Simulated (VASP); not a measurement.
Input:

```
CELL_PARAMETERS angstrom
      0.00000     3.31214     3.31214
      3.31214     0.00000     3.31214
      3.31214     3.31214     0.00000
ATOMIC_POSITIONS crystal
  In 0.00000 0.00000 0.00000
  Sb 0.25000 0.25000 0.25000
```

Computed with modified Becke-Johnson potential (mBJ) with spin-orbit coupling, VASP's PBE PAW potentials (set 64) (plane waves; VASP). Run with 350 eV cut-off, 6×6×6 Γ-centred mesh, Gaussian smearing of 0.050 eV, potentials In_d Sb.

mBJ is a potential without an energy functional, so only the levels count.

Task: Give the energies of bands 13 to 25 at the high-symmetry points, in eV from the Fermi level.

Result: 
```tsv
band	Γ	X	U	L	W
13	-0.68	-5.55	-5.48	-5.24	-5.51
14	-0.68	-5.55	-5.38	-5.24	-5.39
15	-0.09	-2.25	-2.95	-1.29	-2.82
16	-0.09	-2.25	-2.79	-1.29	-2.52
17	0.00	-2.07	-1.86	-0.87	-2.51
18	0.00	-2.07	-1.84	-0.87	-2.46
19	0.00	1.58	1.86	0.74	3.18
20	0.00	1.58	1.90	0.74	3.52
21	2.81	1.75	3.69	3.79	4.11
22	2.81	1.75	3.80	3.79	4.14
23	3.18	7.88	6.20	3.95	4.23
24	3.18	7.88	6.23	3.95	4.45
25	3.18	7.94	6.34	6.62	5.12
```

It has no gap at this level: it comes out as a metal or semimetal.

The compound is InSb in the zinc blende structure. It was relaxed first, which changed the volume by +7 %. The cell's shape comes from a PBE relaxation.
